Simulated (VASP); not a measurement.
# CeCr3 (Fm-3m) in VASP: single point with r2SCAN

Aim: the single point of CeCr3 with r2SCAN.

Program: VASP 6.6.1. These are calculated values, not measurements. Logs are shortened: lines on timing, memory, paths and dates and some standing lists are left out, and cuts for length are marked.

## (1) The crystal as given

The structure is cubic, space group Fm-3m (No. 225). Conventional cell: a = 7.041 Å, b = 7.041 Å, c = 7.041 Å, α = 90.00°, β = 90.00°, γ = 90.00°. Around Cr (site symmetry -43m) lie 4 Cr at 3.05 Å and 4 Ce at 3.05 Å. Around Cr (site symmetry m-3m) lie 8 Cr at 3.05 Å. Ce (site symmetry m-3m) is surrounded by 8 Cr at 3.05 Å.

The cell was built by a generator and needn't be a form met in nature.

## (2) Single point, r2SCAN

The input, POSCAR:

```
CeCr3
1.0
    0.0000000000      3.5206676500      3.5206676500
    3.5206676500      0.0000000000      3.5206676500
    3.5206676500      3.5206676500      0.0000000000
Cr Ce
3 1
Direct
    0.2500000000      0.2500000000      0.2500000000
    0.7500000000      0.7500000000      0.7500000000
    0.5000000000      0.5000000000      0.5000000000
    0.0000000000      0.0000000000      0.0000000000
```

The input, INCAR.step1:

```
SYSTEM = CeCr3
ALGO = Normal
EDIFF = 1E-4
ENCUT = 520
GGA = PE
ISMEAR = -5
LASPH = .True.
LCHARG = .False.
LMAXMIX = 6
LREAL = .False.
LWAVE = .True.
NBANDS = 32
NELM = 100
PREC = Accurate
SIGMA = 0.0438
```

The input, INCAR.step2:

```
SYSTEM = CeCr3
ALGO = Normal
EDIFF = 1E-6
ENCUT = 520
ISIF = 2
ISMEAR = 0
ISTART = 1
LASPH = .True.
LCHARG = .False.
LMAXMIX = 6
LMIXTAU = .True.
LORBIT = 11
LREAL = .False.
LWAVE = .False.
METAGGA = R2SCAN
NBANDS = 32
NELM = 100
PREC = Accurate
SIGMA = 0.0438
```

The input, KPOINTS:

```
k-points
0
Gamma
  6 6 6
  0 0 0
```

Potentials or basis: VASP PAW PBE potentials, release 64 (Cr_pv, Ce).

Started as:

```sh
$ cat potpaw_PBE.64/Cr_pv/POTCAR potpaw_PBE.64/Ce/POTCAR > POTCAR
$ cp INCAR.step1 INCAR
$ mpirun -np 1 vasp_std > vasp.out
$ cp INCAR.step2 INCAR
$ mpirun -np 1 vasp_std > vasp.out
```

OUTCAR:

```text
SYSTEM = CeCr3
   EDIFF = 1E-6
   ENCUT = 520
   ISIF = 2
   ISMEAR = 0
   ISTART = 1
   LASPH = .True.
   LORBIT = 11
   LREAL = .False.
   METAGGA = R2SCAN
   NELM = 100
   PREC = Accurate

 ion  position               nearest neighbor table
   1  0.250  0.250  0.250-   4 3.05   4 3.05   4 3.05   3 3.05   4 3.05   3 3.05   3 3.05   3 3.05

   2  0.750  0.750  0.750-   3 3.05   3 3.05   3 3.05   3 3.05   4 3.05   4 3.05   4 3.05   4 3.05

   3  0.500  0.500  0.500-   1 3.05   1 3.05   1 3.05   1 3.05   2 3.05   2 3.05   2 3.05   2 3.05

   4  0.000  0.000  0.000-   2 3.05   2 3.05   2 3.05   1 3.05   2 3.05   1 3.05   1 3.05   1 3.05

  LATTYP: Found a face centered cubic cell.
 ALAT       =     7.0413353000

  Lattice vectors:

 A1 = (   0.0000000000,   3.5206676500,   3.5206676500)
 A2 = (   3.5206676500,   0.0000000000,   3.5206676500)
 A3 = (   3.5206676500,   3.5206676500,   0.0000000000)

Analysis of symmetry for initial positions (statically):
=====================================================================
 Subroutine PRICEL returns:
 Original cell was already a primitive cell.

 Routine SETGRP: Setting up the symmetry group for a
 face centered cubic supercell.

 Subroutine GETGRP returns: Found 48 space group operations
 (whereof 48 operations were pure point group operations)
 out of a pool of 48 trial point group operations.

The static configuration has the point symmetry O_h .

Analysis of symmetry for dynamics (positions and initial velocities):
=====================================================================
 Subroutine PRICEL returns:
 Original cell was already a primitive cell.

 Routine SETGRP: Setting up the symmetry group for a
 face centered cubic supercell.

 Subroutine GETGRP returns: Found 48 space group operations
 (whereof 48 operations were pure point group operations)
 out of a pool of 48 trial point group operations.

The dynamic configuration has the point symmetry O_h .

 Subroutine INISYM returns: Found 48 space group operations
 (whereof 48 operations are pure point group operations),
 and found     1 'primitive' translations

----------------------------------------------------------------------------------------

                                     Primitive cell

  volume of cell :      87.2781

  direct lattice vectors                    reciprocal lattice vectors
     0.000000000  3.520667650  3.520667650    -0.142018517  0.142018517  0.142018517
     3.520667650  0.000000000  3.520667650     0.142018517 -0.142018517  0.142018517
     3.520667650  3.520667650  0.000000000     0.142018517  0.142018517 -0.142018517

  length of vectors
     4.978975939  4.978975939  4.978975939     0.245983288  0.245983288  0.245983288

  position of ions in fractional coordinates (direct lattice)
     0.250000000  0.250000000  0.250000000
     0.750000000  0.750000000  0.750000000
     0.500000000  0.500000000  0.500000000
     0.000000000  0.000000000  0.000000000

  ion indices of the primitive-cell ions
   primitive index   ion index
                 1           1
                 2           2
                 3           3
                 4           4

----------------------------------------------------------------------------------------

 KPOINTS: k-points

Automatic generation of k-mesh.
 Grid dimensions read from file:
 generate k-points for:    6    6    6

 Generating k-lattice:

  Cartesian coordinates                     Fractional coordinates (reciprocal lattice)
    -0.023669753  0.023669753  0.023669753     0.166666667  0.000000000  0.000000000
     0.023669753 -0.023669753  0.023669753     0.000000000  0.166666667  0.000000000
     0.023669753  0.023669753 -0.023669753     0.000000000  0.000000000  0.166666667

  Length of vectors
     0.040997215  0.040997215  0.040997215

  Shift w.r.t. Gamma in fractional coordinates (k-lattice)
     0.000000000  0.000000000  0.000000000

 Subroutine IBZKPT returns following result:
 ===========================================

 Found     16 irreducible k-points:

 Following reciprocal coordinates:
            Coordinates               Weight
  0.000000  0.000000  0.000000      1.000000
  0.166667  0.000000  0.000000      8.000000
  0.333333  0.000000  0.000000      8.000000
  0.500000  0.000000  0.000000      4.000000
  0.166667  0.166667  0.000000      6.000000
  0.333333  0.166667  0.000000     24.000000
[... 8 lines left out ...]
 -0.333333  0.333333  0.166667     24.000000
 -0.333333  0.500000  0.166667     12.000000
   k-points           NKPTS =     16   k-points in BZ     NKDIM =     16   number of bands    NBANDS=     32
   number of dos      NEDOS =    301   number of ions     NIONS =      4
   total plane-waves  NPLWV =  64000
   dimension x,y,z NGX =    40 NGY =   40 NGZ =   40
   dimension x,y,z NGXF=    80 NGYF=   80 NGZF=   80
   ions per type =               3   1
   NGX,Y,Z   is equivalent  to a cutoff of  13.36, 13.36, 13.36 a.u.
   NGXF,Y,Z  is equivalent  to a cutoff of  26.71, 26.71, 26.71 a.u.
 SYSTEM =  CeCr3
   PREC   = accura    normal or accurate (medium, high low for compatibility)
   ISTART =      1    job   : 0-new  1-cont  2-samecut
   ICHARG =      0    charge: 1-file 2-atom 10-const
   ISPIN  =      1    spin polarized calculation?
   LNONCOLLINEAR =      F non collinear calculations
   LSORBIT =      F    spin-orbit coupling
   LASPH  =      T    aspherical Exc in radial PAW
   ENCUT  =  520.0 eV  38.22 Ry    6.18 a.u.   9.26  9.26  9.26*2*pi/ulx,y,z
   NELM   =    100;   NELMIN=  2; NELMDL=  0     # of ELM steps
   EDIFF  = 0.1E-05   stopping-criterion for ELM
   LREAL  =      F    real-space projection
   EDIFFG = 0.1E-04   stopping-criterion for IOM
   NSW    =      0    number of steps for IOM
   IBRION =     -1    ionic relax: 0-MD 1-quasi-New 2-CG
   NFREE  =      0    steps in history (QN), initial steepest desc. (CG)
   ISIF   =      2    stress and relaxation
   ISYM   =      2    0-nonsym 1-usesym 2-fastsym
   POTIM  = 0.5000    time-step for ionic-motion
   TEBEG  =    0.0;   TEEND  =   0.0 temperature during run
   PSTRESS=    0.0 pullay stress
   NELECT =      48.0000    total number of electrons
   NUPDOWN=      -1.0000    fix difference up-down
   EMIN   =  10.00;   EMAX   =-10.00  energy-range for DOS
   EFERMI =   0.00;   METHOD = LEGACY
   ISMEAR =     0;   SIGMA  =   0.04  broadening in eV -4-tet -1-fermi 0-gaus
   EFERMI_NEDOS =   21; number of points for ismear=-14 and -15
   IALGO  =     38    algorithm
   IMIX   =      4    mixing-type and parameters
     AMIX     =   0.40;   BMIX     =  1.00
     AMIX_MAG =   1.60;   BMIX_MAG =  1.00
  volume/ion in A,a.u.               =      21.82       147.25
  Fermi-wavevector in a.u.,A,eV,Ry     =   1.341282  2.534656 24.477403  1.799038
  Thomas-Fermi vector in A             =   2.469528
   LORBIT       =     11    0 simple, 1 ext, 2 COOP (PROOUT), +10 PAW based schemes
   METAGGA = R2SCAN    functional components
   LHFCALC =     F    Hartree Fock is set to
   AEXX    =    0.0000 exact exchange contribution
   IVDW    =     0    specifies the selected vdW correction
   LEPSILON=     F    determine dielectric tensor
   LRPA    =     F    only Hartree local field effects (RPA)
 non-spin polarized calculation
 Gauss-broadening in eV      SIGMA  =   0.04
  energy-cutoff  :      520.00
  volume of cell :       87.28
 maximum number of plane-waves:      2397
 NGX is ok and might be reduce to    40

 number of electron      47.9999974 magnetization

 Free energy of the ion-electron system (eV)
  ---------------------------------------------------
  ext. energy  EPLUGINS =         0.00000000
  ---------------------------------------------------
  free energy    TOTEN  =       -69.19378427 eV

  energy without entropy =      -69.18322181  energy(sigma->0) =      -69.18850304

 E-fermi :   6.0281     XC(G=0): -11.7442

 val. band max:        6.0272353775   @ k =   0.3333   0.3333   0.0000
 cond. band min:       6.0293238666   @ k =  -0.3333   0.1667   0.0000
 fundamental gap:      0.0020884892
 Fermi energy:         6.0280588079

 k-point     1 :       0.0000    0.0000    0.0000
  band No.  band energies     occupation
      1     -38.6565      2.00000
      2     -38.6565      2.00000
      3     -38.6564      2.00000
      4     -38.3658      2.00000
      5     -38.3658      2.00000
      6     -38.3657      2.00000
[... 24 lines left out ...]
     31       6.7428      0.00000
     32       6.8159      0.00000

 k-point     2 :       0.1667    0.0000    0.0000
  band No.  band energies     occupation
      1     -38.6568      2.00000
      2     -38.6567      2.00000
      3     -38.6564      2.00000
      4     -38.3647      2.00000
      5     -38.3646      2.00000
      6     -38.3640      2.00000
[... 24 lines left out ...]
     31       6.7246      0.00000
     32       6.7440      0.00000
[... 453 lines left out ...]
     31       6.8042      0.00000
     32       6.8349      0.00000

 k-point    16 :      -0.3333    0.5000    0.1667
  band No.  band energies     occupation
      1     -38.6592      2.00000
      2     -38.6578      2.00000
      3     -38.6551      2.00000
      4     -38.3688      2.00000
      5     -38.3631      2.00000
      6     -38.3593      2.00000
[... 24 lines left out ...]
     31       6.8236      0.00000
     32       6.8827      0.00000

------------------------ aborting loop because EDIFF is reached ----------------------------------------

  FORCE on cell =-STRESS in cart. coord.  units (eV):
  Direction    XX          YY          ZZ          XY          YZ          ZX
  --------------------------------------------------------------------------------------
  -------------------------------------------------------------------------------------
  Total      -15.5882958    -15.5882958    -15.5882958     -0.0000000     -0.0000000      0.0000000
  in kB     -286.1568426   -286.1568426   -286.1568426     -0.0000000     -0.0000000      0.0000000
  external PRESSURE =    -286.1568426 kB  Pullay stress =       0.0000000 kB

 VOLUME and BASIS-vectors are now :
 -----------------------------------------------------------------------------
  energy-cutoff  :      520.00
  volume of cell :       87.28
      direct lattice vectors                 reciprocal lattice vectors
     0.000000000  3.520667650  3.520667650    -0.142018517  0.142018517  0.142018517
     3.520667650  0.000000000  3.520667650     0.142018517 -0.142018517  0.142018517
     3.520667650  3.520667650  0.000000000     0.142018517  0.142018517 -0.142018517

 POSITION                                       TOTAL-FORCE (eV/Angst)
 -----------------------------------------------------------------------------------
      1.76033      1.76033      1.76033        -0.000000     -0.000000     -0.000000
      5.28100      5.28100      5.28100         0.000000      0.000000      0.000000
      3.52067      3.52067      3.52067         0.000000      0.000000     -0.000000
      0.00000      0.00000      0.00000         0.000000      0.000000     -0.000000
 -----------------------------------------------------------------------------------
    total drift:                               -0.000000     -0.000000      0.000000

  FREE ENERGIE OF THE ION-ELECTRON SYSTEM (eV)
  ---------------------------------------------------
  free  energy   TOTEN  =       -69.1937842715 eV

  energy  without entropy=      -69.1832218103  energy(sigma->0) =      -69.18850304

 total charge

# of ion       s       p       d       f       tot
--------------------------------------------------
    1        0.600   6.130   4.004   0.000  10.735
    2        0.600   6.130   4.004   0.000  10.735
    3        0.619   6.169   3.852   0.000  10.640
    4        2.107   5.677   1.009   0.893   9.686
--------------------------------------------------
tot          3.927  24.106  12.869   0.893  41.795
```

Run time: 7.5 min. Hardware: 1 thread of AMD EPYC 7R43 (Zen 3), shared host; peak memory 0.25 GiB.

Results:

- Free energy: -69.1938 eV
- Pressure: -28.6 GPa
- Band gap on the k mesh: none (metal or under the smearing width)
- Valence electrons inside the program's atomic spheres: Cr 10.73, 10.64; Ce 9.69

Caveat: a pressure of tens of GPa on the cell as given is suspect, and the run, the potentials or the cell itself is likely at fault; the PAW data sets were made with another functional, which shifts forces and pressure a little; without U or exact exchange the open f shell lies at the Fermi level, which spoils levels, moments and volumes. Spin polarisation is off, so any magnetic state and its effect on volume and gap are missing.
